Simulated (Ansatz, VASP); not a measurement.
# AlNi3: VASP beside Ansatz

Wanted: the spread between two codes on one cell, functional and k mesh. The cell is taken from a series of VASP runs on this material, whose earlier steps may have relaxed, scaled or displaced it; both programs get it as it stands.

Program: Ansatz 0.2.0. Level of theory: plane waves, with VASP 6.6.1 beside it; relaxation of cell and atoms at PBE. Results are calculated unless marked as measured.

## 1. Set-up

It takes space group Pm-3m (No. 221, cubic). Conventional cell: a = 3.566 Å, b = 3.566 Å, c = 3.566 Å, α = 90.00°, β = 90.00°, γ = 90.00°. Nearest to Ni lie 8 Ni at 2.52 Å and 4 Al at 2.52 Å. Nearest to Al lie 12 Ni at 2.52 Å. Farther neighbours are not listed.

## 2. VASP: relaxation of cell and atoms, PBE

The relaxed volume is the usual yardstick between codes: its relative difference is about their pressure difference at one cell divided by the bulk modulus.

Lines of VASP's logs that name or quote its potential files are left out, and so is its time.

File INCAR:

```
SYSTEM = AlNi3
PREC = Accurate
ENCUT = 450
EDIFF = 1E-06
NELM = 100
ISMEAR = 1
SIGMA = 0.15
LREAL = .FALSE.
ALGO = Normal
GGA = PE
NBANDS = 26
ISPIN = 2
MAGMOM = 1 1 1 0
LASPH = .TRUE.
LMAXMIX = 4
LORBIT = 11
LWAVE = .FALSE.
LCHARG = .FALSE.
KPAR = 8
IBRION = 2
NSW = 50
ISIF = 3
EDIFFG = -0.006
```

File POSCAR:

```
AlNi3
1.0
    3.5660187650      0.0000000000      0.0000000000
    0.0000000000      3.5660187650      0.0000000000
    0.0000000000      0.0000000000      3.5660187650
Ni Al
3 1
Direct
    0.5000000000      0.5000000000      0.0000000000
    0.5000000000      0.0000000000      0.5000000000
    0.0000000000      0.5000000000      0.5000000000
    0.0000000000      0.0000000000      0.0000000000
```

File KPOINTS:

```
Automatic mesh
0
Gamma
10 10 10
0 0 0
```

The projector-augmented-wave data sets are Ni and Al (PBE family, release 64).

Command:

```bash
mpirun -np 8 vasp_std
```

Numbers of over 12 decimals in the logs are rounded to 6 here.

What it wrote:

```text
[banner, memory and clock lines left out]
running    8 mpi-ranks, on    1 nodes
 distrk:  each k-point on    1 cores,    8 groups
 distr:  one band on    1 cores,    1 groups

 POSCAR found type information on POSCAR NiAl
 POSCAR found :  2 types and       4 ions
|                                                                             |
|           W    W    AA    RRRRR   N    N  II  N    N   GGGG   !!!           |
|           W    W   A  A   R    R  NN   N  II  NN   N  G    G  !!!           |
|           W    W  A    A  R    R  N N  N  II  N N  N  G       !!!           |
|           W WW W  AAAAAA  RRRRR   N  N N  II  N  N N  G  GGG   !            |
|           WW  WW  A    A  R   R   N   NN  II  N   NN  G    G                |
|           W    W  A    A  R    R  N    N  II  N    N   GGGG   !!!           |
|                                                                             |
|     For optimal performance we recommend to set                             |
|       NCORE = 2 up to number-of-cores-per-socket                            |
|     NCORE specifies how many cores store one orbital (NPAR=cpu/NCORE).      |
|     This setting can greatly improve the performance of VASP for DFT.       |
|     The default, NCORE=1 might be grossly inefficient on modern             |
|     multi-core architectures or massively parallel machines. Do your        |
|     Unfortunately you need to use the default for GW and RPA                |
|     calculations (for HF NCORE is supported but not extensively tested      |
|     yet).                                                                   |
|                                                                             |

 LDA part: xc-table for (Slater+PW92), standard interpolation
 POSCAR, INCAR and KPOINTS ok, starting setup
 FFT: planning ... GRIDC
 FFT: planning ... GRID_SOFT
 FFT: planning ... GRID
 WAVECAR not read
 entering main loop
       N       E                     dE             d eps       ncg     rms          rms(c)
DAV:   2    -0.162629527555E+02   -0.19580E+03   -0.18271E+03  5834   0.289E+02
DAV:   3    -0.257174323356E+02   -0.94545E+01   -0.90173E+01  6546   0.841E+01
DAV:   4    -0.258736086856E+02   -0.15618E+00   -0.15598E+00  6986   0.994E+00
DAV:   5    -0.258791068315E+02   -0.54981E-02   -0.54977E-02  6922   0.168E+00    0.200E+01
DAV:   6    -0.270109241219E+02   -0.11318E+01   -0.38514E+01  6728   0.109E+02    0.216E+01
DAV:   7    -0.219470445261E+02    0.50639E+01   -0.13327E+01  6842   0.598E+01    0.256E+00
DAV:   8    -0.219197262255E+02    0.27318E-01   -0.26119E-01  6322   0.361E+00    0.149E+00
DAV:   9    -0.218973655931E+02    0.22361E-01   -0.25407E-02  7878   0.220E+00    0.609E-01
DAV:  10    -0.218958448845E+02    0.15207E-02   -0.24747E-03  7212   0.474E-01    0.118E-01
DAV:  11    -0.218957679109E+02    0.76974E-04   -0.19470E-04  6798   0.171E-01    0.782E-02
DAV:  12    -0.218957226734E+02    0.45238E-04   -0.31116E-05  8106   0.723E-02    0.407E-02
DAV:  13    -0.218957186423E+02    0.40311E-05   -0.50266E-06  6268   0.245E-02    0.163E-02
DAV:  14    -0.218957177890E+02    0.85331E-06   -0.41851E-07  3304   0.853E-03
   1 F= -.21895718E+02 E0= -.21896100E+02  d E =-.218957E+02  mag=     0.7481
 curvature:   0.00 expect dE= 0.000E+00 dE for cont linesearch  0.000E+00
 trial: gam= 0.00000 g(F)=  0.000E+00 g(S)=  0.688E-05 ort = 0.000E+00 (trialstep = 0.100E+01)
 search vector abs. value=  0.688E-05
 reached required accuracy - stopping structural energy minimisation
```

Parts of OUTCAR (step 2):

```text
ion  position               nearest neighbor table
   1  0.500  0.500  0.000-   2 2.52   3 2.52   4 2.52   2 2.52   3 2.52   2 2.52   4 2.52   2 2.52
                             3 2.52   4 2.52   3 2.52   4 2.52
   2  0.500  0.000  0.500-   1 2.52   3 2.52   4 2.52   1 2.52   4 2.52   1 2.52   3 2.52   1 2.52
                             3 2.52   4 2.52   4 2.52   3 2.52
   3  0.000  0.500  0.500-   1 2.52   2 2.52   4 2.52   1 2.52   4 2.52   2 2.52   4 2.52   4 2.52
                             1 2.52   2 2.52   1 2.52   2 2.52
   4  0.000  0.000  0.000-   1 2.52   2 2.52   3 2.52   2 2.52   3 2.52   1 2.52   3 2.52   3 2.52
                             1 2.52   2 2.52   2 2.52   1 2.52

  LATTYP: Found a simple cubic cell.
 ALAT       =     3.5660187650

 Subroutine GETGRP returns: Found 48 space group operations
 (whereof 48 operations were pure point group operations)

The static configuration has the point symmetry O_h .

 Found     56 irreducible k-points:

   k-points           NKPTS =     56   k-points in BZ     NKDIM =     56   number of bands    NBANDS=     26

   dimension x,y,z NGX =    28 NGY =   28 NGZ =   28
   dimension x,y,z NGXF=    56 NGYF=   56 NGZF=   56

   ENCUT  =  450.0 eV  33.07 Ry    5.75 a.u.   6.17  6.17  6.17*2*pi/ulx,y,z

   NELECT =      33.0000    total number of electrons

 k-points in reciprocal lattice and weights: Automatic mesh
   0.00000000  0.00000000  0.00000000       0.001
   0.10000000  0.00000000  0.00000000       0.006
   0.20000000  0.00000000  0.00000000       0.006
   0.30000000  0.00000000  0.00000000       0.006
   0.40000000  0.00000000  0.00000000       0.006
   0.50000000  0.00000000  0.00000000       0.003
   0.10000000  0.10000000  0.00000000       0.012
   0.20000000  0.10000000  0.00000000       0.024
   0.30000000  0.10000000  0.00000000       0.024
[...]
0.50000000  0.50000000  0.40000000       0.006
   0.50000000  0.50000000  0.50000000       0.001

 average (electrostatic) potential at core
       1 -81.6876       2 -81.6876       3 -81.6876       4 -70.2097

 E-fermi :   9.4387

 spin component 1
 k-point     1 :       0.0000    0.0000    0.0000
  band No.  band energies     occupation
    ...
     12       8.8687      1.00000
     13       9.1594      1.01215
     14       9.3262      0.97617
     15       9.3262      0.97617
     16       9.3262      0.97617
     17      10.3104     -0.00000
     18      10.3104     -0.00000
     19      10.3104     -0.00000
     20      15.9538      0.00000
     21      15.9538      0.00000
    ...

 k-point     2 :       0.1000    0.0000    0.0000
  band No.  band energies     occupation
    ...
     12       8.8701      1.00000
     13       9.0686      1.00134
     14       9.0686      1.00134
     15       9.1159      1.00475
     16       9.3263      0.97590
     17       9.8196     -0.00097
     18      10.7246     -0.00000
     19      10.7246     -0.00000
     20      15.9471      0.00000
     21      16.2764      0.00000
    ...

 k-point     3 :       0.2000    0.0000    0.0000
  band No.  band energies     occupation
    ...
     13       8.7115      1.00000
     14       8.8636      1.00000
     15       8.9968      1.00013
     16       9.0199      1.00028
     17       9.3266      0.97533
     18      11.5404     -0.00000
     19      11.5404     -0.00000
     20      15.9272      0.00000
     21      16.4854      0.00000
     22      18.7226      0.00000
    ...

 k-point     4 :       0.3000    0.0000    0.0000
  band No.  band energies     occupation
    ...
     13       8.4421      1.00000
     14       8.6184      1.00000
     15       8.7377      1.00000
     16       8.9227      1.00001
     17       9.3269      0.97463
     18      12.5372      0.00000
     19      12.5372      0.00000
     20      15.8978      0.00000
     21      16.6878      0.00000
     22      17.8671      0.00000
    ...

 k-point     5 :       0.4000    0.0000    0.0000
  band No.  band energies     occupation
    ...
     13       8.2718      1.00000
     14       8.3788      1.00000
     15       8.5114      1.00000
     16       8.9219      1.00001
     17       9.3272      0.97414
     18      13.6767      0.00000
     19      13.6767      0.00000
     20      15.8687      0.00000
     21      16.3492      0.00000
     22      16.3492      0.00000
    ...

 k-point     6 :       0.5000    0.0000    0.0000
  band No.  band energies     occupation
    ...
     13       8.2123      1.00000
     14       8.2783      1.00000
     15       8.3925      1.00000
     16       8.9240      1.00001
     17       9.3273      0.97395
     18      14.8961      0.00000
     19      14.8961      0.00000
     20      15.0032      0.00000
     21      15.0032      0.00000
     22      15.8561      0.00000
    ...

  Total        0.0137845      0.0137845      0.0137845     -0.0000000      0.0000000      0.0000000
  in kB        0.4870235      0.4870235      0.4870235     -0.0000000      0.0000000      0.0000000
  external PRESSURE =       0.4870235 kB  Pullay stress =       0.0000000 kB

  energy-cutoff  :      450.00
  volume of cell :       45.35
      direct lattice vectors                 reciprocal lattice vectors
     3.566018765  0.000000000  0.000000000     0.280424772  0.000000000  0.000000000
     0.000000000  3.566018765  0.000000000     0.000000000  0.280424772  0.000000000
     0.000000000  0.000000000  3.566018765     0.000000000  0.000000000  0.280424772

 POSITION                                       TOTAL-FORCE (eV/Angst)
 -----------------------------------------------------------------------------------
      1.78301      1.78301      0.00000         0.000000      0.000000      0.000000
      1.78301      0.00000      1.78301         0.000000      0.000000      0.000000
      0.00000      1.78301      1.78301         0.000000      0.000000      0.000000
      0.00000      0.00000      0.00000         0.000000      0.000000      0.000000
 -----------------------------------------------------------------------------------
    total drift:                                0.000000      0.000000      0.000000

  FREE ENERGIE OF THE ION-ELECTRON SYSTEM (eV)
  ---------------------------------------------------
  free  energy   TOTEN  =       -21.8957177890 eV

  energy  without entropy=      -21.8968629339  energy(sigma->0) =      -21.89609950

 reached required accuracy - stopping structural energy minimisation

 total charge
# of ion       s       p       d       tot
------------------------------------------
    1        0.491   0.513   8.376   9.380
    2        0.491   0.513   8.376   9.380
    3        0.491   0.513   8.376   9.380
    4        0.408   0.390   0.000   0.798
--------------------------------------------------
tot          1.882   1.929  25.129  28.939

 magnetization (x)
# of ion       s       p       d       tot
------------------------------------------
    1       -0.003  -0.010   0.282   0.268
    2       -0.003  -0.010   0.282   0.268
    3       -0.003  -0.010   0.282   0.268
    4       -0.001  -0.008   0.000  -0.009
--------------------------------------------------
tot         -0.011  -0.040   0.845   0.794

[... 6 further parts left out ...]
```

(Part 1 of 2 ends here.)

[Lines on the potential files, build, host, timing and source positions are cut from VASP's logs without a mark.]

[Logs are printed without paths, hosts, clocks, repeated set-up lines and the standing remarks that a program may print on its own settings, such as how far it seeks lower states.]

[Hosts, paths, dates, database ids (printed as entryN), source tags and the programs' standing remarks are cut or masked in the printed files.]
